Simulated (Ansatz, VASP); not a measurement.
# Cross-check of CdSe (Cadmoselite) between VASP and Ansatz

Wanted: the spread between two codes on one cell, functional and k mesh. Valence electrons are named where the data sets of a main pair hold unlike numbers.

Program: Ansatz 0.2.0. Level of theory: plane waves, with VASP 6.6.1 beside it; single point at PBE, single point at r2SCAN and single point at LDA. Results are calculated unless marked as measured.

The database entry behind the starting cell differs from later determinations by our own check (inner coordinate of an old entry), so it need not match the best structure at ambient conditions.

### 1. The structure

It takes space group P6_3mc (No. 186, hexagonal). Conventional cell: a = 4.300 Å, b = 4.300 Å, c = 7.020 Å, α = 90.00°, β = 90.00°, γ = 120.00°. Cd has 4 Se at 2.61 to 2.70 Å nearest. Nearest to Se lie 4 Cd at 2.61 to 2.70 Å. Farther neighbours and most contacts between anions are not listed.

### 2. Ansatz: single point, PBE

Ansatz runs on its default PAW (the set named soft_2) files.

A single point gives forces, pressure and levels at one fixed geometry, so differences don't come from the geometry; what else differs is listed under the comparison.

The input, input.yaml:

```yaml
crystal:
  lattice:
    - [4.3, 0.0, 0.0]
    - [-2.15, 3.7239092363, 0.0]
    - [0.0, 0.0, 7.02]
  atoms:
    - { symbol: Cd, position: [0.6666666667, 0.3333333333, 0.5] }
    - { symbol: Cd, position: [0.3333333333, 0.6666666667, 0.0] }
    - { symbol: Se, position: [0.6666666667, 0.3333333333, 0.885] }
    - { symbol: Se, position: [0.3333333333, 0.6666666667, 0.385] }
hamiltonian:
  xc: pbe
  pseudopotentials: { kind: paw }
kpoints:
  mp_grid: { grid: [9, 9, 5] }
scf:
  occupations: { method: gaussian, width: 0.05 }
  n_extra_bands: 5
output:
  forces: true
  stress: true
  eigenvalues: true
```

Launch:

```bash
$ ansatz run input.yaml --threads 2 --pin off --max-ram 4608MiB --backend cpu --events-out ev --progress --plain --runs-dir out
```

Numbers of over 12 decimals in the logs are rounded to 6 here.

Output:

```text
scf.n_extra_bands = 5 over 36 filled bands (N_el = 72.0): the run solves 41 bands
Engine: ansatz 0.2.0, aarch64-unknown-linux-gnu
Pseudopotentials: kind: paw
Pseudopotential: Cd, paw, valence charge 20, recommended cutoff 420 eV (normal), Cd.paw.azcp
Pseudopotential: Se, paw, valence charge 16, recommended cutoff 420 eV (normal), Se.paw.azcp
Functional definition: PBE
  parameter kappa = 0.804
  parameter beta = 0.066725
  exchange = pbe_x(kappa = kappa, mu = beta*pi^2/3)
  correlation = pbe_c(beta = beta)
Crystal: 4 atoms, lattice volume = 112.410 Å³
Basis set: ecut = 420 eV, 2189 PW (Γ), exchange–correlation on 60×60×96 points (8 copies of the dense FFT grid, shifted against one another)
Bands: 41, of which v1, the nominal top of the filled ones, is band 36 counted from 1 (35 counted from 0)
Symmetry: 12 space group operations
Space group: P63mc (ITA 186), of the structure as read, at distance tolerance 4.8e-5 Å
k-points: 36 of 405 (time reversal used)
Non-local potential: Cd, projectors of the file, l = 0: 3, l = 1: 2, l = 2: 2, l = 3: 1
Non-local potential: Se, projectors of the file, l = 0: 2, l = 1: 2, l = 2: 3, l = 3: 1
PAW form: soft (Blöchl's): semilocal exchange-correlation on the pseudo side does not see the compensation charge
PAW one-centre angular grid: Cd, 590 points (default); XC on 64 Gauss nodes
PAW one-centre angular grid: Se, 590 points (default); XC on 64 Gauss nodes
Initial density: superposition of atomic densities (neutral atoms: chi_scale 0, normalization atom), corrected by the library's trained network
Initial wavefunctions: pseudopotential atomic-orbital guess
Functional: x = pbe(κ = 0.804, μ = 0.219515), c = pbe(β = 0.066725)
SCF iter   1: F=—  HF=-27449.511180 eV  |F-HF|=—  |Δ(HF+E_count)|=         —  Δρ=9.16e-4  dr2=1.87e-3  ethr=1.77e-3  ⟨swp⟩=6.0  Hψ=5152  notcnv=0
preconditioner: auto → Resta (q_TF=auto, 2.533 Å⁻¹)  ε∞=4.6  [insulator: Δε(μ)=0.690 eV  Ē_g=11.092 eV  σ=0.050 eV  W_gap=1.00  n_scr=34 (ndim 8)  ℏωp=21.0 eV  f_vac=0.201  D(μ)=0.00/eV (n_scr^D=0)  ε∞_Penn≈4.6]
SCF iter   2: F=—  HF=-27449.512416 eV  |F-HF|=—  |Δ(HF+E_count)|=   1.24e-3  Δρ=5.21e-4  dr2=5.58e-4  ethr=2.60e-6  ⟨swp⟩=2.0  Hψ=2412  notcnv=0
SCF iter   3: F=—  HF=-27449.512448 eV  |F-HF|=—  |Δ(HF+E_count)|=   3.24e-5  Δρ=2.27e-4  dr2=4.75e-5  ethr=7.75e-7  ⟨swp⟩=2.0  Hψ=2088  notcnv=0  defer=2
SCF iter   4: F=—  HF=-27449.512498 eV  |F-HF|=—  |Δ(HF+E_count)|=   4.99e-5  Δρ=1.04e-4  dr2=1.30e-5  ethr=6.59e-8  ⟨swp⟩=2.6  Hψ=2552  notcnv=0  defer=1
SCF iter   5: F=—  HF=-27449.512515 eV  |F-HF|=—  |Δ(HF+E_count)|=   1.73e-5  Δρ=3.45e-5  dr2=2.18e-6  ethr=1.80e-8  ⟨swp⟩=2.0  Hψ=2039  notcnv=0  defer=2
SCF iter   6: F=—  HF=-27449.512517 eV  |F-HF|=—  |Δ(HF+E_count)|=   2.00e-6  Δρ=1.15e-5  dr2=1.45e-7  ethr=3.03e-9  ⟨swp⟩=2.0  Hψ=2171  notcnv=0  defer=2
SCF iter   7: F=-27449.512518 eV  HF=-27449.512518 eV  |F-HF|=4.61e-9  |Δ(HF+E_count)|=   3.03e-7  Δρ=6.80e-6  dr2=4.47e-8  ethr=1.39e-10  ⟨swp⟩=7.2  Hψ=6086  notcnv=0
SCF 1 converged in 7 iterations: F = -27449.512518 eV  dr2 = 4.47e-8
  greatest PAW one-centre occupation: 1.000 electrons in one spin orbital (limit 2), on the Cd atom at site 1 (counted from 0), in its partial waves of l = 0
SCF converged after 7 iterations
Free energy (F): -27449.512518 eV
Harris-Foulkes:  -27449.512518 eV  (|F-HF|=4.61e-9)
Internal energy: -27449.512518 eV  (E = F + TS)
E sigma→0 (E₀):  -27449.512518 eV
Fermi energy:    7.828956 eV
--- Per-component energies (eV) ---
  E_band       = -1779.273732
  E_kinetic    = 1248.237437
  E_local      = -12776.408195  (includes V_loc(G=0)·N_el)
  E_nonlocal   = -1124.726699
  E_hartree    = 6078.026018
  E_xc         = -562.480829
  E_vxc        = -640.392244  (∫ρ·V_xc dr)
  E_paw        = -11989.156331  (= ΣΔE_a)
  E_vpaw       = -642.057472  (= ΣTr[D̂ρ^β])
  E_aug_tail   = -0.001150  (compensation charges beyond the density's cutoff)
  E_ewald      = -8323.002769
  E_smearing   = -0.000000  (= −TS)
  E_closure    = -0.000000  (closes the sum)
  Σ components = -27449.512518   (vs F -27449.512518, Δ=0.00e0)
--- Forces (eV/Å), atoms counted from 1 ---
  atom   1  Cd     0.00000000     0.00000000     0.28135095
  atom   2  Cd    -0.00000000    -0.00000000     0.28135095
  atom   3  Se     0.00000000     0.00000000    -0.28134453
  atom   4  Se     0.00000000    -0.00000000    -0.28134453
  max |Σ_I F_I| component: 1.28e-5 eV/Å
--- Stress (GPa, compression-positive) ---
        3.683460       0.000000       0.000000
       -0.000000       3.683460       0.000000
        0.000000       0.000000       1.669092
  P = ⅓ Tr σ = 3.0120 GPa (30.120 kbar)
--- Band table (eV; the first three rows and the last of 36) ---
  k-point 0: bands = [... 32 lower, 6.7605, 7.4651, 7.4762, 7.4762, 8.1792, 9.5996, 13.3659, 13.3659, ... 1 higher]
  k-point 1: bands = [... 32 lower, 6.8240, 6.8240, 7.4024, 7.4024, 8.9781, 9.6688, 13.2848, 13.4167, ... 1 higher]
  k-point 2: bands = [... 32 lower, 6.9947, 6.9947, 7.2153, 7.2153, 9.6958, 9.8075, 13.0789, 13.5957, ... 1 higher]
  k-point 35: bands = [... 32 lower, 4.8058, 5.1934, 6.3496, 6.3496, 11.3810, 11.3810, 12.9306, 13.7172, ... 1 higher]
```

Elapsed: 8.1 s, on 2 threads of Arm Neoverse V1, shared host; peak memory 0.41 GiB; 15 s of CPU time.

The run ends at a pressure of 3.01 GPa, with forces up to 0.28 eV/Å.

### 3. VASP: single point, PBE

The same cell, functional, mesh and smearing now go to VASP, with its own data sets.

Lines of VASP's logs that name or quote its potential files are left out, and so is its time.

The input, INCAR:

```
SYSTEM = CdSe
PREC = Accurate
ENCUT = 400
EDIFF = 1E-07
NELM = 100
ISMEAR = 0
SIGMA = 0.05
LREAL = .FALSE.
ALGO = Normal
GGA = PE
NBANDS = 68
LWAVE = .FALSE.
LCHARG = .FALSE.
KPAR = 4
LOPTICS = .TRUE.
NEDOS = 2000
CSHIFT = 0.1
```

The input, POSCAR:

```
CdSe
1.0
    4.3000000000      0.0000000000      0.0000000000
   -2.1500000000      3.7239092363      0.0000000000
    0.0000000000      0.0000000000      7.0200000000
Cd Se
2 2
Direct
    0.6666666667      0.3333333333      0.5000000000
    0.3333333333      0.6666666667      0.0000000000
    0.6666666667      0.3333333333      0.8850000000
    0.3333333333      0.6666666667      0.3850000000
```

The input, KPOINTS:

```
Automatic mesh
0
Gamma
9 9 5
0 0 0
```

Potentials, in the order of the species: Cd and Se (PBE family, release 64).

Launch:

```bash
$ mpirun -np 4 vasp_std
```

Output:

```text
[banner, memory and clock lines left out]
running    4 mpi-ranks, on    1 nodes
 distrk:  each k-point on    1 cores,    4 groups
 distr:  one band on    1 cores,    1 groups

 POSCAR found type information on POSCAR CdSe
 POSCAR found :  2 types and       4 ions
 LDA part: xc-table for (Slater+PW92), standard interpolation
 POSCAR, INCAR and KPOINTS ok, starting setup
 FFT: planning ... GRIDC
 FFT: planning ... GRID_SOFT
 FFT: planning ... GRID
 WAVECAR not read
 entering main loop
       N       E                     dE             d eps       ncg     rms          rms(c)
DAV:   1     0.269552155178E+03    0.26955E+03   -0.12008E+04  4896   0.387E+02
DAV:   2     0.376633997587E+01   -0.26579E+03   -0.23599E+03  5632   0.144E+02
DAV:   3    -0.115754225294E+02   -0.15342E+02   -0.15152E+02  5756   0.376E+01
DAV:   4    -0.116541726795E+02   -0.78750E-01   -0.78727E-01  5616   0.280E+00
DAV:   5    -0.116544616702E+02   -0.28899E-03   -0.28898E-03  5604   0.145E-01    0.893E+00
DAV:   6    -0.109441384743E+02    0.71032E+00   -0.22256E-01  5880   0.417E+00    0.692E+00
DAV:   7    -0.108970379184E+02    0.47101E-01   -0.17151E-01  5720   0.122E+00    0.261E+00
DAV:   8    -0.108983596290E+02   -0.13217E-02   -0.29667E-02  5452   0.800E-01    0.373E-01
DAV:   9    -0.108983311228E+02    0.28506E-04   -0.14736E-03  5744   0.190E-01    0.141E-01
DAV:  10    -0.108985574025E+02   -0.22628E-03   -0.23191E-04  5432   0.590E-02    0.651E-02
DAV:  11    -0.108986440176E+02   -0.86615E-04   -0.49291E-05  5492   0.193E-02    0.183E-02
DAV:  12    -0.108986528145E+02   -0.87969E-05   -0.55038E-06  5724   0.600E-03    0.703E-03
DAV:  13    -0.108986542775E+02   -0.14630E-05   -0.19069E-06  5404   0.340E-03    0.156E-03
DAV:  14    -0.108986543230E+02   -0.45523E-07   -0.62012E-08  5624   0.820E-04
   1 F= -.10898654E+02 E0= -.10898654E+02  d E =-.177686E-10
 optical routines
 imaginary and real dielectric function
 recalculating local potential from charge density
 direction            1
 direction            2
 direction            3
```

Parts of OUTCAR (step 3):

```text
ion  position               nearest neighbor table
   1  0.667  0.333  0.500-   4 2.61   4 2.61   4 2.61   3 2.70
   2  0.333  0.667  0.000-   3 2.61   3 2.61   3 2.61   4 2.70
   3  0.667  0.333  0.885-   2 2.61   2 2.61   2 2.61   1 2.70
   4  0.333  0.667  0.385-   1 2.61   1 2.61   1 2.61   2 2.70

  LATTYP: Found a hexagonal cell.
 ALAT       =     4.3000000000
 C/A-ratio  =     1.6325581395

 Subroutine GETGRP returns: Found 12 space group operations
 (whereof  6 operations were pure point group operations)

The static configuration has the point symmetry C_3v.
 The point group associated with its full space group is C_6v.

 Found     36 irreducible k-points:

   k-points           NKPTS =     36   k-points in BZ     NKDIM =     36   number of bands    NBANDS=     68

   dimension x,y,z NGX =    28 NGY =   28 NGZ =   48
   dimension x,y,z NGXF=    56 NGYF=   56 NGZF=   96

   ENCUT  =  400.0 eV  29.40 Ry    5.42 a.u.   7.01  7.01 11.45*2*pi/ulx,y,z

   NELECT =      36.0000    total number of electrons

 k-points in reciprocal lattice and weights: Automatic mesh
   0.00000000  0.00000000  0.00000000       0.002
   0.11111111  0.00000000  0.00000000       0.015
   0.22222222  0.00000000  0.00000000       0.015
   0.33333333  0.00000000  0.00000000       0.015
   0.44444444  0.00000000  0.00000000       0.015
   0.11111111  0.11111111  0.00000000       0.015
   0.22222222  0.11111111  0.00000000       0.030
   0.33333333  0.11111111  0.00000000       0.030
   0.44444444  0.11111111  0.00000000       0.015
[...]
0.33333333  0.22222222  0.40000000       0.059
   0.33333333  0.33333333  0.40000000       0.010

 average (electrostatic) potential at core
       1 -39.9777       2 -39.9777       3 -56.4398       4 -56.4398

 E-fermi :   1.1367

 k-point     1 :       0.0000    0.0000    0.0000
  band No.  band energies     occupation
    ...
     14       0.2187      2.00000
     15       0.2187      2.00000
     16       0.9269      2.00000
     17       0.9369      2.00000
     18       0.9369      2.00000
     19       1.6377      0.00000
     20       3.0533      0.00000
     21       6.8120      0.00000
     22       6.8120      0.00000
     23       7.0711      0.00000
    ...

 k-point     2 :       0.1111    0.0000    0.0000
  band No.  band energies     occupation
    ...
     14      -0.3611      2.00000
     15       0.0551      2.00000
     16       0.0558      2.00000
     17       0.8358      2.00000
     18       0.8483      2.00000
     19       2.4717      0.00000
     20       3.6181      0.00000
     21       6.4342      0.00000
     22       7.0254      0.00000
     23       7.2191      0.00000
    ...

 k-point     3 :       0.2222    0.0000    0.0000
  band No.  band energies     occupation
    ...
     14      -1.3598      2.00000
     15      -1.0011      2.00000
     16      -0.3102      2.00000
     17       0.5811      2.00000
     18       0.5850      2.00000
     19       3.3802      0.00000
     20       4.3201      0.00000
     21       6.1436      0.00000
     22       6.9209      0.00000
     23       7.4383      0.00000
    ...

  Total        2.5667876      2.5667876      1.0940201      0.0000000      0.0000000      0.0000000
  in kB       36.5843934     36.5843934     15.5930563      0.0000000      0.0000000      0.0000000
  external PRESSURE =      29.5872810 kB  Pullay stress =       0.0000000 kB

  energy-cutoff  :      400.00
  volume of cell :      112.41
      direct lattice vectors                 reciprocal lattice vectors
     4.300000000  0.000000000  0.000000000     0.232558140  0.134267504  0.000000000
    -2.150000000  3.723909236  0.000000000     0.000000000  0.268535009  0.000000000
     0.000000000  0.000000000  7.020000000     0.000000000  0.000000000  0.142450142

 POSITION                                       TOTAL-FORCE (eV/Angst)
 -----------------------------------------------------------------------------------
      2.15000      1.24130      3.51000         0.000000     -0.000000      0.291405
     -0.00000      2.48261      0.00000        -0.000000     -0.000000      0.291405
      2.15000      1.24130      6.21270         0.000000      0.000000     -0.291405
     -0.00000      2.48261      2.70270         0.000000     -0.000000     -0.291405
 -----------------------------------------------------------------------------------
    total drift:                               -0.000000     -0.000000      0.000176

  FREE ENERGIE OF THE ION-ELECTRON SYSTEM (eV)
  ---------------------------------------------------
  free  energy   TOTEN  =       -10.8986543230 eV

  energy  without entropy=      -10.8986543230  energy(sigma->0) =      -10.89865432

 plasma frequency squared (from intraband transitions) (eV^2)
  --------------------------------------------------------------------------------------
       0.000       0.000       0.000
       0.000       0.000       0.000
       0.000       0.000       0.000

[... 3 further parts left out ...]
```

The gap is read on the k-mesh alone, so it is an upper bound where the band edges lie off the mesh. With so small a gap the low-energy part of the spectrum hangs on the few k-points near the gap and is not converged.

### 4. Side by side

Known differences besides the potentials themselves: the data sets hold 72 valence electrons in Ansatz (on its default PAW (the set named soft_2) files) and 36 in VASP; the cutoff is 420 eV in Ansatz and 400 eV in VASP; VASP leaves aspherical gradient terms in its spheres out (LASPH is not set), Ansatz keeps them. Total energies have different zeros and are not compared.

Compared:

| quantity | Ansatz | VASP | difference |
| --- | --- | --- | --- |
| pressure (GPa) | 3.01 | 2.96 | +0.05 |
| gap on the k mesh (eV) | 0.703 | 0.701 | +0.002 |

Forces (eV/Å; atoms numbered as in POSCAR):

| atom | Ansatz x, y, z | VASP x, y, z |
| --- | --- | --- |
| Cd1 | 0.000, 0.000, 0.281 | 0.000, 0.000, 0.291 |
| Cd2 | 0.000, 0.000, 0.281 | 0.000, 0.000, 0.291 |
| Se3 | 0.000, 0.000, -0.281 | 0.000, 0.000, -0.291 |
| Se4 | 0.000, 0.000, -0.281 | 0.000, 0.000, -0.291 |

The forces differ by 5.8 meV/Å r.m.s., which is 3.5 % of the r.m.s. force of 0.168 eV/Å (both taken over all components). A gap on the mesh is an upper bound, since the band edges may lie between its points. Ansatz's pressure holds a Pulay correction of 0.03 GPa; VASP's holds none.

### 5. Ansatz: single point, r2SCAN

With cell and atoms fixed, the geometry can't cause a difference; cores, projectors, grids and the points listed under the comparison can.

Edit input.yaml of step 2 so:

```diff
@@ -11,3 +11,3 @@
 hamiltonian:
-  xc: pbe
+  xc: r2scan
   pseudopotentials: { kind: paw }
@@ -22 +22,5 @@
   eigenvalues: true
+  write_density: true
+  write_potential: true
+  elf: true
+  volumetric_format: npy
```

Launch:

```bash
$ ansatz run input.yaml --threads 2 --pin off --max-ram 4608MiB --backend cpu --events-out ev --progress --plain --runs-dir out
```

Output:

```text
[...]
Crystal: 4 atoms, lattice volume = 112.410 Å³
Basis set: ecut = 500 eV, 2863 PW (Γ), exchange–correlation on 128×128×216 points (64 copies of the dense FFT grid, shifted against one another)
Bands: 41, of which v1, the nominal top of the filled ones, is band 36 counted from 1 (35 counted from 0)
Symmetry: 12 space group operations
[...]
k-point 0: bands = [... 32 lower, 6.4580, 7.1665, 7.1795, 7.1795, 8.3770, 9.7795, 13.5935, 13.5935, ... 1 higher]
  k-point 1: bands = [... 32 lower, 6.5225, 6.5225, 7.1057, 7.1057, 9.0946, 9.8506, 13.5115, 13.6396, ... 1 higher]
  k-point 2: bands = [... 32 lower, 6.6953, 6.6953, 6.9178, 6.9178, 9.8507, 9.9891, 13.2597, 13.8141, ... 1 higher]
  k-point 35: bands = [... 32 lower, 4.4614, 4.8583, 6.0353, 6.0353, 11.5688, 11.5688, 12.9293, 13.8577, ... 1 higher]
[key lines of the parts left out:]
SCF converged after 7 iterations
Free energy (F): -27495.640999 eV
Fermi energy:    7.778984 eV
P = ⅓ Tr σ = 1.5649 GPa (15.649 kbar)
```

The job ended after 23 s (2 threads; peak memory 0.6 GiB; 45 s of CPU time).

The run ends at a pressure of 1.56 GPa, with forces up to 0.28 eV/Å.

### 6. VASP: single point, r2SCAN

The same cell, functional, mesh and smearing now go to VASP, with its own data sets.

Edit INCAR of step 3 so:

```diff
@@ -9,3 +9,4 @@
 ALGO = Normal
-GGA = PE
+METAGGA = R2SCAN
+LASPH = .TRUE.
 NBANDS = 68
```

POSCAR is that of step 3.

KPOINTS is that of step 3.

Launch:

```bash
$ mpirun -np 4 vasp_std
```

Output:

```text
[banner, memory and clock lines left out]
running    4 mpi-ranks, on    1 nodes
[...]
|                                                                             |
|               ----> ADVICE to this user running VASP <----                  |
|                                                                             |
|     You enforced a specific xc type in the INCAR file but a different       |
|     [... a line on the potential file left out ...]
|     I HOPE YOU KNOW WHAT YOU ARE DOING!                                     |
|                                                                             |

 LDA part: xc-table for (None), standard interpolation
 POSCAR, INCAR and KPOINTS ok, starting setup
[...]
entering main loop
       N       E                     dE             d eps       ncg     rms          rms(c)
DAV:   1     0.204852655889E+03    0.20485E+03   -0.12236E+04  4896   0.396E+02
DAV:   2    -0.655683856483E+02   -0.27042E+03   -0.23898E+03  5632   0.146E+02
DAV:   3    -0.814470065912E+02   -0.15879E+02   -0.15683E+02  5740   0.389E+01
DAV:   4    -0.815299954281E+02   -0.82989E-01   -0.82965E-01  5616   0.292E+00
[...]
DAV:  14    -0.717887032925E+02   -0.10977E-06   -0.69321E-07  5736   0.256E-03    0.584E-03
DAV:  15    -0.717887025771E+02    0.71546E-06   -0.11490E-07  5164   0.176E-03    0.319E-03
DAV:  16    -0.717887026156E+02   -0.38549E-07   -0.17598E-08  2868   0.503E-04
   1 F= -.71788703E+02 E0= -.71788703E+02  d E =-.206088E-11
 optical routines
 imaginary and real dielectric function
 direction            1
 direction            2
 direction            3
```

OUTCAR, selected parts (step 6):

```text
  Total        1.5061922      1.5061922      0.0288479      0.0000000      0.0000000      0.0000000
  in kB       21.4677400     21.4677400      0.4111695      0.0000000      0.0000000      0.0000000
  external PRESSURE =      14.4488832 kB  Pullay stress =       0.0000000 kB

 POSITION                                       TOTAL-FORCE (eV/Angst)
 -----------------------------------------------------------------------------------
      2.15000      1.24130      3.51000        -0.000000     -0.000000      0.286678
     -0.00000      2.48261      0.00000         0.000000      0.000000      0.286678
      2.15000      1.24130      6.21270        -0.000000      0.000000     -0.286678
     -0.00000      2.48261      2.70270         0.000000     -0.000000     -0.286678
 -----------------------------------------------------------------------------------
    total drift:                               -0.000000      0.000000      0.007502

  FREE ENERGIE OF THE ION-ELECTRON SYSTEM (eV)
  ---------------------------------------------------
  free  energy   TOTEN  =       -71.7887026156 eV

  energy  without entropy=      -71.7887026156  energy(sigma->0) =      -71.78870262

[... 2 parts as in an earlier step ...]

[... 1 further part left out ...]
[key lines of the parts left out:]
E-fermi :   0.8514
```

The PAW data sets were made with PBE, which is usual practice but a small mismatch for other functionals.

(Continued in part 2 of 2.)

[Lines on the potential files, build, host, timing and source positions are cut from VASP's logs without a mark.]

[Logs are printed without paths, hosts, clocks, repeated set-up lines and the standing remarks that a program may print on its own settings, such as how far it seeks lower states.]

[Hosts, paths, dates, database ids (printed as entryN), source tags and the programs' standing remarks are cut or masked in the printed files.]
